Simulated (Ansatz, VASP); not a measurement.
**Cross-check of Zr2NF2 (Zr2NF2 MXene monolayer) between VASP and Ansatz**

Aim: how closely do two programs agree when they are given the same cell, functional and k mesh? The cell is taken from a series of runs on this material, whose earlier steps may have relaxed, scaled, displaced or heated it; both programs get it as it stands.

Program: Ansatz 0.2.0. Level of theory: plane waves, with VASP 6.6.1 beside it; single point at PBE with D3(BJ). Results are calculated unless marked as measured.

## Step 1: The starting structure

The cell holds 5 atoms: 2 F, 2 Zr and 1 N. Its edges and angles: a = 3.272 Å, b = 3.272 Å, c = 22.997 Å, α = 90.0°, β = 90.0°, γ = 120.0°. Vacuum lies along c.

Structure file:

```
F Zr N
1.0
     3.27249    0.00000    0.00000
    -1.63625    2.83406    0.00000
     0.00000    0.00000   22.99741
F Zr N
2 2 1
Direct
  0.33333 0.66667 0.39135
  0.66667 0.33333 0.60865
  0.66667 0.33333 0.44929
  0.33333 0.66667 0.55071
  0.00000 0.00000 0.50000
```

## Step 2: VASP: single point, PBE with D3(BJ)

A single point gives forces, pressure and levels at one fixed geometry, so differences don't come from the geometry; what else differs is listed under the comparison.

Lines of VASP's logs that name or quote its potential files are left out, and so is its time.

Contents of INCAR:

```
SYSTEM = Zr2NF2
PREC = Accurate
ENCUT = 520
EDIFF = 1E-06
NELM = 120
ISMEAR = -1
SIGMA = 0.02585
LREAL = .FALSE.
ALGO = Normal
GGA = PE
IVDW = 12
NBANDS = 27
LASPH = .TRUE.
LORBIT = 11
LWAVE = .FALSE.
LCHARG = .FALSE.
ISIF = 2
LDIPOL = .TRUE.
IDIPOL = 3
DIPOL = 0.5 0.5 0.5
LVHAR = .TRUE.
GGA_COMPAT = .FALSE.
NELMDL = -8
KPAR = 2
```

Contents of POSCAR:

```
Zr2NF2
1.0
    3.2724909190      0.0000000000      0.0000000000
   -1.6362454595      2.8340602695      0.0000000000
    0.0000000000      0.0000000000     22.9974080439
F Zr N
2 2 1
Direct
    0.3333333333      0.6666666667      0.3913484503
    0.6666666667      0.3333333333      0.6086515497
    0.6666666667      0.3333333333      0.4492939918
    0.3333333333      0.6666666667      0.5507060082
    0.0000000000      0.0000000000      0.5000000000
```

Contents of KPOINTS:

```
Automatic mesh
0
Gamma
18 18 1
0 0 0
```

The projector-augmented-wave data sets are F, Zr_sv and N (PBE family, release 64).

On the command line:

```sh
mpirun -np 2 vasp_std
```

Numbers of over 12 decimals in the logs are rounded to 6 here.

Log:

```text
[banner, memory and clock lines left out]
running    2 mpi-ranks, on    1 nodes
 distrk:  each k-point on    1 cores,    2 groups
 distr:  one band on    1 cores,    1 groups

 POSCAR found type information on POSCAR F ZrN
 POSCAR found :  3 types and       5 ions
 LDA part: xc-table for (Slater+PW92), standard interpolation
 POSCAR, INCAR and KPOINTS ok, starting setup
 FFT: planning ... GRIDC
 FFT: planning ... GRID_SOFT
 FFT: planning ... GRID
 WAVECAR not read
 entering main loop
       N       E                     dE             d eps       ncg     rms          rms(c)
DAV:   1     0.468592565968E+03    0.46859E+03   -0.21874E+04  2310   0.135E+03
DAV:   2     0.688489364301E+00   -0.46790E+03   -0.46079E+03  2532   0.390E+02
DAV:   3    -0.447721720523E+02   -0.45461E+02   -0.45076E+02  2819   0.118E+02
DAV:   4    -0.475246742639E+02   -0.27525E+01   -0.27281E+01  3403   0.264E+01
DAV:   5    -0.476332595781E+02   -0.10859E+00   -0.10854E+00  2932   0.370E+00
DAV:   6    -0.476352935375E+02   -0.20340E-02   -0.20335E-02  3076   0.564E-01
DAV:   7    -0.476353775794E+02   -0.84042E-04   -0.84039E-04  2852   0.864E-02
DAV:   8    -0.476353792650E+02   -0.16856E-05   -0.16857E-05  2988   0.141E-02    0.292E+01
DAV:   9    -0.415135486493E+02    0.61218E+01   -0.34387E+01  2475   0.373E+01    0.122E+01
DAV:  10    -0.414528339397E+02    0.60715E-01   -0.27178E+00  2955   0.947E+00    0.592E+00
DAV:  11    -0.414122269488E+02    0.40607E-01   -0.27685E-01  2532   0.346E+00    0.813E-01
DAV:  12    -0.414015072326E+02    0.10720E-01   -0.10455E-01  2556   0.147E+00    0.514E-01
DAV:  13    -0.413948286848E+02    0.66785E-02   -0.27185E-02  2561   0.101E+00    0.174E-01
DAV:  14    -0.413936324779E+02    0.11962E-02   -0.32928E-03  2724   0.361E-01    0.771E-02
[...]
DAV:  18    -0.413934603942E+02   -0.35032E-03   -0.93549E-05  2761   0.447E-02    0.141E-02
DAV:  19    -0.413937181274E+02   -0.25773E-03   -0.55146E-05  2553   0.330E-02    0.818E-03
DAV:  20    -0.413938511192E+02   -0.13299E-03   -0.64981E-06  2233   0.123E-02    0.456E-03
DAV:  21    -0.413939166147E+02   -0.65495E-04   -0.31599E-06  2205   0.829E-03    0.131E-03
DAV:  22    -0.413939404634E+02   -0.23849E-04   -0.11517E-06  2041   0.477E-03    0.915E-04
DAV:  23    -0.413939468107E+02   -0.63473E-05   -0.25147E-07  1900   0.239E-03    0.603E-04
DAV:  24    -0.413939487777E+02   -0.19670E-05   -0.10383E-07  1708   0.148E-03    0.185E-04
DAV:  25    -0.413939496546E+02   -0.87690E-06   -0.53302E-08  1696   0.855E-04
   1 F= -.42417406E+02 E0= -.42415011E+02  d E =-.478926E-02
```

From OUTCAR (step 2):

```text
ion  position               nearest neighbor table
   1  0.333  0.667  0.391-   3 2.31   3 2.31   3 2.31
   2  0.667  0.333  0.609-   4 2.31   4 2.31   4 2.31
   3  0.667  0.333  0.449-   5 2.22   5 2.22   5 2.22   1 2.31   1 2.31   1 2.31   4 3.00   4 3.00
                             4 3.00
   4  0.333  0.667  0.551-   5 2.22   5 2.22   5 2.22   2 2.31   2 2.31   2 2.31   3 3.00   3 3.00
                             3 3.00
   5  0.000  0.000  0.500-   3 2.22   4 2.22   4 2.22   3 2.22   3 2.22   4 2.22

  LATTYP: Found a hexagonal cell.
 ALAT       =     3.2724909190
 C/A-ratio  =     7.0274933111

 Subroutine GETGRP returns: Found 12 space group operations
 (whereof 12 operations were pure point group operations)

The static configuration has the point symmetry D_3d.

 Found     37 irreducible k-points:

   k-points           NKPTS =     37   k-points in BZ     NKDIM =     37   number of bands    NBANDS=     27

   dimension x,y,z NGX =    24 NGY =   24 NGZ =  180
   dimension x,y,z NGXF=    48 NGYF=   48 NGZF=  360

   ENCUT  =  520.0 eV  38.22 Ry    6.18 a.u.   6.08  6.08 42.76*2*pi/ulx,y,z

   NELECT =      43.0000    total number of electrons

 k-points in reciprocal lattice and weights: Automatic mesh
   0.00000000  0.00000000  0.00000000       0.003
   0.05555556 -0.00000000  0.00000000       0.019
   0.11111111 -0.00000000  0.00000000       0.019
   0.16666667  0.00000000  0.00000000       0.019
   0.22222222 -0.00000000  0.00000000       0.019
   0.27777778 -0.00000000  0.00000000       0.019
   0.33333333 -0.00000000  0.00000000       0.019
   0.38888889 -0.00000000  0.00000000       0.019
   0.44444444 -0.00000000  0.00000000       0.019
[...]
0.33333333  0.27777778  0.00000000       0.037
   0.33333333  0.33333333  0.00000000       0.006

 dipolmoment           0.000000      0.000000      0.000000 electrons x Angstroem

 average (electrostatic) potential at core
       1 -81.9254       2 -81.9254       3 -84.3477       4 -84.3477       5 -70.0275

 E-fermi :   0.3059

 k-point     1 :       0.0000    0.0000    0.0000
  band No.  band energies     occupation
    ...
     18      -5.4826      2.00000
     19      -5.0858      2.00000
     20      -5.0858      2.00000
     21      -0.2510      2.00000
     22      -0.2510      2.00000
     23       0.5240      0.00043
     24       1.5042      0.00000
     25       1.5487      0.00000
     26       2.5615      0.00000
     27       2.5828      0.00000

 k-point     2 :       0.0556   -0.0000    0.0000
  band No.  band energies     occupation
    ...
     18      -5.4611      2.00000
     19      -5.1450      2.00000
     20      -5.0969      2.00000
     21      -0.3809      2.00000
     22      -0.1875      2.00000
     23       0.5174      0.00056
     24       1.6403      0.00000
     25       1.6544      0.00000
     26       2.2554      0.00000
     27       2.4986      0.00000

 k-point     3 :       0.1111   -0.0000    0.0000
  band No.  band energies     occupation
    ...
     18      -5.4164      2.00000
     19      -5.2831      2.00000
     20      -5.1234      2.00000
     21      -0.6886      2.00000
     22      -0.0010      1.99999
     23       0.5112      0.00071
     24       1.8327      0.00000
     25       1.9418      0.00000
     26       2.0575      0.00000
     27       2.5011      0.00000

 Edisp (eV)   -1.02346

  Total       0.03583     0.03583     0.02166    -0.00000    -0.00000     0.00000
  in kB       0.26912     0.26912     0.16269    -0.00000    -0.00000     0.00000
  external pressure =        0.23 kB  Pullay stress =        0.00 kB

  energy-cutoff  :      520.00
  volume of cell :      213.29
      direct lattice vectors                 reciprocal lattice vectors
     3.272490919  0.000000000  0.000000000     0.305577624  0.176425324  0.000000000
    -1.636245459  2.834060270  0.000000000     0.000000000  0.352850647  0.000000000
     0.000000000  0.000000000 22.997408044     0.000000000  0.000000000  0.043483161

 POSITION                                       TOTAL-FORCE (eV/Angst)
 -----------------------------------------------------------------------------------
     -0.00000      1.88937      9.00000         0.000000      0.000000     -0.020581
      1.63625      0.94469     13.99741        -0.000000     -0.000000      0.020581
      1.63625      0.94469     10.33260        -0.000000     -0.000000     -0.017126
     -0.00000      1.88937     12.66481         0.000000      0.000000      0.017126
      0.00000      0.00000     11.49870        -0.000000      0.000000     -0.000000
 -----------------------------------------------------------------------------------
    total drift:                                0.000000     -0.000000      0.000000

  FREE ENERGIE OF THE ION-ELECTRON SYSTEM (eV)
  ---------------------------------------------------
  free  energy   TOTEN  =       -42.4174055501 eV

  energy  without entropy=      -42.4126162856  energy(sigma->0) =      -42.41501092

 vacuum level on the upper side and lower side of the slab         3.924         3.924

 total charge
# of ion       s       p       d       tot
------------------------------------------
    1        1.736   4.351   0.000   6.087
    2        1.736   4.351   0.000   6.087
    3        2.142   6.000   1.773   9.914
    4        2.142   6.000   1.773   9.914
    5        1.245   2.498   0.000   3.743
--------------------------------------------------
tot          9.001  23.198   3.545  35.744

[... 3 further parts left out ...]
```

This run has no spin polarisation. Its electron count is odd, so without a moment it is a metal by construction.

## Step 3: Ansatz: single point, PBE with D3(BJ)

Ansatz runs on its default PAW (the set named soft_2) files.

The same cell, functional, mesh and smearing now go to Ansatz, which takes its cutoff from its data sets.

Contents of input.yaml:

```yaml
crystal:
  lattice:
    - [3.272490919, 0.0, 0.0]
    - [-1.6362454595, 2.8340602695, 0.0]
    - [0.0, 0.0, 22.9974080439]
  atoms:
    - { symbol: F, position: [0.3333333333, 0.6666666667, 0.3913484503] }
    - { symbol: Zr, position: [0.6666666667, 0.3333333333, 0.4492939918] }
    - { symbol: "N", position: [0.0, 0.0, 0.5] }
    - { symbol: Zr, position: [0.3333333333, 0.6666666667, 0.5507060082] }
    - { symbol: F, position: [0.6666666667, 0.3333333333, 0.6086515497] }
kpoints:
  mp_grid: { grid: [18, 18, 1] }
  band_path:
    path: [[0, 0, 0], [0.5, 0, 0], [0.33333333, 0.33333333, 0], [0, 0, 0]]
    npoints: 16
hamiltonian:
  xc: pbe
  dispersion: d3bj
scf:
  occupations: { method: fermi_dirac, width: 0.02585 }
  convergence: { dr2_threshold: 1.0e-10 }
efield:
  axis: 3
  dipole_correction: true
  ramp_position: 0.97
  ramp_width: 0.06
  amplitude: 0
output:
  dos: { projected: true, e_range: [-6, 5] }
  write_potential: true
  write_density: true
  volumetric_format: npy
  elf: true
```

On the command line:

```sh
ansatz run input.yaml --threads 2 --pin off --max-ram 3072MiB --backend cpu --events-out ev --progress --plain --runs-dir out
```

Log:

```text
Engine: ansatz 0.2.0, x86_64-unknown-linux-gnu
Pseudopotentials: kind: paw
Pseudopotential: F, paw, valence charge 7, recommended cutoff 420 eV (normal), F.paw.azcp
Pseudopotential: Zr, paw, valence charge 12, recommended cutoff 420 eV (normal), Zr.paw.azcp
Pseudopotential: N, paw, valence charge 5, recommended cutoff 420 eV (normal), N.paw.azcp
Functional definition: PBE
  parameter kappa = 0.804
  parameter beta = 0.066725
  exchange = pbe_x(kappa = kappa, mu = beta*pi^2/3)
  correlation = pbe_c(beta = beta)
Crystal: 5 atoms, lattice volume = 213.288 Å³
Basis set: ecut = 420 eV, 4229 PW (Γ)
Bands: 27, of which v1, the nominal top of the filled ones, is band 22 counted from 1 (21 counted from 0)
Symmetry: 6 space group operations
k-points: 37 of 324 (time reversal used)
Non-local potential: F, projectors of the file, l = 0: 2, l = 1: 2, l = 2: 1
Non-local potential: Zr, projectors of the file, l = 0: 3, l = 1: 2, l = 2: 2, l = 3: 2
Non-local potential: N, projectors of the file, l = 0: 2, l = 1: 2, l = 2: 1
PAW form: soft (Blöchl's): semilocal exchange-correlation on the pseudo side does not see the compensation charge
PAW one-centre angular grid: F, 110 points (default); XC on 64 Gauss nodes
PAW one-centre angular grid: Zr, 590 points (default); XC on 64 Gauss nodes
PAW one-centre angular grid: N, 110 points (default); XC on 64 Gauss nodes
Initial density: superposition of atomic densities (neutral atoms: chi_scale 0, normalization atom), corrected by the library's trained network
Initial wavefunctions: pseudopotential atomic-orbital guess
Functional: x = pbe(κ = 0.804, μ = 0.219515), c = pbe(β = 0.066725)
SCF iter   1: F=—  HF=-10376.207093 eV  |F-HF|=—  |Δ(HF+E_count)|=         —  Δρ=2.71e-3  dr2=1.32e-2  ethr=1.77e-3  p=0.000 e·Å  D=7.32e-14 V/Å  ΔV_dip=-0.00 eV  dr2_dipole=1.12e-8  V_vac-E_F(+/−)=3.39/3.39 eV  ⟨swp⟩=8.6  Hψ=5241  notcnv=0
efield: sawtooth ramp at fractional position 0.9700 (set: `efield.ramp_position`, or a place that a band, a saddle search or an elastic batch's reference lends), width 0.0600; the density the first Hamiltonian is built on has a dipole p = 0.000 e·Å; the dipole correction subtracts the counter field D = 7.32e-14 V/Å, which shifts the + side's vacuum level by -0.00 eV against the − side's; the planar-averaged density in the ramp window peaks in size at 1.2e-5 e/Å³
preconditioner: auto → LDOS  [metal: Δε(μ)=0.048 eV  Ē_g=9.189 eV  σ=0.026 eV  W_gap=0.38  n_scr=14 (ndim 8)  ℏωp=12.2 eV  f_vac=0.683  D(μ)=2.36/eV (n_scr^D=10)  β→1.0]
SCF iter   2: F=—  HF=-10376.207481 eV  |F-HF|=—  |Δ(HF+E_count)|=   3.88e-4  Δρ=1.93e-3  dr2=5.29e-3  ethr=3.06e-5  p=-0.000 e·Å  D=-1.33e-5 V/Å  ΔV_dip=0.00 eV  dr2_dipole=8.06e-9  V_vac-E_F(+/−)=3.55/3.55 eV  ⟨swp⟩=3.5  Hψ=2647  notcnv=0  defer=31
SCF iter   3: F=—  HF=-10376.206244 eV  |F-HF|=—  |Δ(HF+E_count)|=   1.24e-3  Δρ=4.92e-4  dr2=3.71e-4  ethr=1.23e-5  p=-0.000 e·Å  D=-5.51e-6 V/Å  ΔV_dip=0.00 eV  dr2_dipole=1.52e-9  V_vac-E_F(+/−)=3.59/3.59 eV  ⟨swp⟩=2.0  Hψ=1849  notcnv=0  defer=31
SCF iter   4: F=—  HF=-10376.206195 eV  |F-HF|=—  |Δ(HF+E_count)|=   4.82e-5  Δρ=6.54e-5  dr2=7.58e-6  ethr=8.62e-7  p=-0.000 e·Å  D=-1.65e-6 V/Å  ΔV_dip=0.00 eV  dr2_dipole=1.57e-10  V_vac-E_F(+/−)=3.59/3.59 eV  ⟨swp⟩=3.2  Hψ=2027  notcnv=0  defer=31
SCF iter   5: F=—  HF=-10376.206208 eV  |F-HF|=—  |Δ(HF+E_count)|=   1.27e-5  Δρ=2.21e-5  dr2=7.83e-7  ethr=1.76e-8  p=-0.000 e·Å  D=-2.78e-7 V/Å  ΔV_dip=0.00 eV  dr2_dipole=7.20e-12  V_vac-E_F(+/−)=3.59/3.59 eV  ⟨swp⟩=2.4  Hψ=1717  notcnv=0  defer=31
SCF iter   6: F=—  HF=-10376.206105 eV  |F-HF|=—  |Δ(HF+E_count)|=   1.03e-4  Δρ=6.85e-6  dr2=1.26e-7  ethr=1.82e-9  p=0.000 e·Å  D=5.67e-8 V/Å  ΔV_dip=-0.00 eV  dr2_dipole=6.47e-14  V_vac-E_F(+/−)=3.59/3.59 eV  ⟨swp⟩=2.8  Hψ=1965  notcnv=0  defer=31
SCF iter   7: F=—  HF=-10376.206105 eV  |F-HF|=—  |Δ(HF+E_count)|=   1.84e-8  Δρ=1.69e-6  dr2=4.17e-9  ethr=2.92e-10  p=-0.000 e·Å  D=-2.37e-8 V/Å  ΔV_dip=0.00 eV  dr2_dipole=3.53e-14  V_vac-E_F(+/−)=3.59/3.59 eV  ⟨swp⟩=2.0  Hψ=1681  notcnv=0  defer=31
SCF iter   8: F=—  HF=-10376.206105 eV  |F-HF|=—  |Δ(HF+E_count)|=   1.21e-8  Δρ=3.96e-7  dr2=2.74e-10  ethr=9.70e-12  p=0.000 e·Å  D=2.38e-9 V/Å  ΔV_dip=-0.00 eV  dr2_dipole=3.88e-14  V_vac-E_F(+/−)=3.59/3.59 eV  ⟨swp⟩=2.9  Hψ=2125  notcnv=0  defer=31
SCF iter   9: F=-10376.206105 eV  HF=-10376.206105 eV  |F-HF|=2.73e-11  |Δ(HF+E_count)|=  3.00e-10  Δρ=1.07e-7  dr2=2.26e-11  ethr=1.00e-12  p=-0.000 e·Å  D=-1.61e-8 V/Å  ΔV_dip=0.00 eV  dr2_dipole=5.92e-15  V_vac-E_F(+/−)=3.59/3.59 eV  ⟨swp⟩=7.9  Hψ=3074  notcnv=0
SCF 1 converged in 9 iterations: F = -10376.206105 eV  dr2 = 2.26e-11
  greatest PAW one-centre occupation: 0.996 electrons in one spin orbital (limit 2), on the Zr atom at site 1 (counted from 0), in its partial waves of l = 0
NSCF: frozen V_eff on 49 k-points
efield: sawtooth ramp at fractional position 0.9700 (kept from the solve that this one continues, or follows in the run), width 0.0600; the density the first Hamiltonian is built on has a dipole p = -0.000 e·Å; the dipole correction subtracts the counter field D = -1.61e-8 V/Å, which shifts the + side's vacuum level by +0.00 eV against the − side's; the planar-averaged density in the ramp window peaks in size at 6.1e-7 e/Å³
WARN: The output density's exchange-correlation potential varies sharply where the density is thin. Do not read a vacuum level from v_tot or v_xc, or from such a field of the output density. On a cell that repeats whose density bears no net charge and no dipole along the vacuum's axis use v_es (v_loc + v_h of the components); under efield.dipole_correction with no amplitude use v_es + v_field, which holds any externa [...]
SCF converged after 9 iterations
Free energy (F): -10376.206105 eV
Harris-Foulkes:  -10376.206105 eV  (|F-HF|=2.73e-11)
Internal energy: -10376.201313 eV  (E = F + TS)
E sigma→0 (E₀):  -10376.203709 eV
Entropy (-TS):   -0.004793 eV (-0.959 meV/atom)
Fermi energy:    1.753398 eV
Dipole field:    D = 0.000000 V/Å  (p = 0.000000 e·Å, saw-weighted, corrected)
Work function:   Φ+ = 3.5877 eV   Φ− = 3.5878 eV
Levels:          The Fermi level and band energies are counted from a zero that moves with the ramp; work functions are not
--- Per-component energies (eV) ---
  E_band       = -724.514600
  E_kinetic    = 1218.461361
  E_local      = -40210.399839  (includes V_loc(G=0)·N_el)
  E_nonlocal   = 350.485284
  E_hartree    = 19447.868694
  E_xc         = -546.910633
  E_vxc        = -668.139962  (∫ρ·V_xc dr)
  E_paw        = -6435.587869  (= ΣΔE_a)
  E_vpaw       = -310.662751  (= ΣTr[D̂ρ^β])
  E_aug_tail   = 0.004237  (compensation charges beyond the density's cutoff)
  E_efield     = 0.000000  (sawtooth field / dipole correction)
  E_vefield    = 0.000000  (∫n·V_field dr)
  E_ewald      = 15800.901023
  E_disp       = -1.023570  (pairwise vdW)
  E_smearing   = -0.004793  (= −TS)
  E_closure    = -0.000000  (closes the sum)
  Σ components = -10376.206105   (vs F -10376.206105, Δ=0.00e0)
--- Band table (eV; the first three rows and the last of 37) ---
  k-point 0: bands = [... 18 lower, -3.6406, -3.6406, 1.1979, 1.1979, 1.9685, 2.9438, 2.9905, 4.0065, ... 1 higher]
  k-point 1: bands = [... 18 lower, -3.6996, -3.6517, 1.0677, 1.2613, 1.9624, 3.0812, 3.0943, 3.6992, ... 1 higher]
  k-point 2: bands = [... 18 lower, -3.8373, -3.6779, 0.7596, 1.4475, 1.9570, 3.2744, 3.3852, 3.4955, ... 1 higher]
  k-point 36: bands = [... 18 lower, -4.1052, -3.6883, 1.5760, 1.7304, 1.7304, 3.9297, 4.5473, 4.5473, ... 1 higher]
```

## Step 4: Differences

Known differences besides the potentials themselves: the cutoff is 420 eV in Ansatz and 520 eV in VASP. Total energies have different zeros and are not compared.

Compared:

```
                                   quantity  Ansatz  VASP  difference
 work function, lower of the two faces (eV)    3.59  3.62       -0.03
work function, higher of the two faces (eV)    3.59  3.62       -0.03
```

With vacuum in the cell, a pressure given here is an average over mostly empty space and none of the material.

## Step 5: Outcome

```json
{
  "difference in work function, lower of the two faces (single point, PBE with D3(BJ))": "-0.030 eV"
}
```

In words: The difference in work function, lower of the two faces is -0.030 eV (single point, PBE with D3(BJ)). How closely two codes agree says nothing of how well the functional describes the real material.

[Lines on the potential files, build, host, timing and source positions are cut from VASP's logs without a mark.]

[Logs are printed without paths, hosts, clocks, repeated set-up lines and the standing remarks that a program may print on its own settings, such as how far it seeks lower states.]

[Hosts, paths, dates, database ids (printed as entryN), source tags and the programs' standing remarks are cut or masked in the printed files.]
